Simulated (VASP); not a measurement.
A run of VASP 6.6.1 is set up as follows.

The input POSCAR:

```
SiF
1.0
    1.3386000000      0.7728400000      3.8983100000
   -1.3386000000      0.7728400000      3.8983100000
    0.0000000000     -1.5456800000      3.8983100000
Si F
1 1
Direct
    0.5000000000      0.5000000000      0.5000000000
    0.0000000000      0.0000000000      0.0000000000
```

File INCAR.step1:

```
SYSTEM = SiF
  PREC = Accurate
  ENCUT = 600
  EDIFF = 1E-8
  ISMEAR = 0
  SIGMA = 0.02
  LREAL = .False.
  LASPH = .True.
  NELM = 100
  ALGO = Normal
  ISIF = 3
  LWAVE = .False.
  LCHARG = .False.
  IBRION = 2
  NSW = 40
  EDIFFG = -0.002
```

File INCAR.step2:

```
SYSTEM = SiF
  PREC = Accurate
  ENCUT = 600
  EDIFF = 1E-8
  ISMEAR = 0
  SIGMA = 0.02
  LREAL = .False.
  LASPH = .True.
  NELM = 100
  ALGO = Normal
  ISIF = 2
  LWAVE = .False.
  LCHARG = .False.
  IBRION = 6
  NFREE = 2
  POTIM = 0.015
  NSW = 1
```

The input KPOINTS:

```
Automatic mesh
0
Gamma
  9 9 9
  0 0 0
```

Potentials or basis: VASP PAW LDA potentials, release 64 (Si, F).

Command:

```sh
$ cat potpaw_LDA.64/Si/POTCAR potpaw_LDA.64/F/POTCAR > POTCAR
$ cp INCAR.step1 INCAR
$ mpirun -np 1 vasp_std > vasp.out
$ cp CONTCAR POSCAR
$ cp INCAR.step2 INCAR
$ mpirun -np 1 vasp_std > vasp.out
```

Question: Estimate the highest phonon frequency at Γ, LO-TO splitting left out.

Answer: 0 cm⁻¹.

Question: Predict the most unstable mode.

Answer: 244i cm⁻¹.

Question: What does it give for the relaxed volume?

Answer: 11.21 Å³/atom.

Question: Predict the relaxed cell.

Answer: a = 4.105 Å, b = 4.105 Å, c = 4.105 Å, α = 36.97°, β = 36.97°, γ = 36.97°.

Final structure:
```xyz
2
Lattice="1.3017 0.7515 3.8200 -1.3017 0.7515 3.8200 0.0000 -1.5031 3.8200" Properties=species:S:1:pos:R:3 pbc="T T T"
Si    0.0000    0.0000    5.7300
F     0.0000    0.0000    0.0000
```

Caveat: some modes are imaginary.
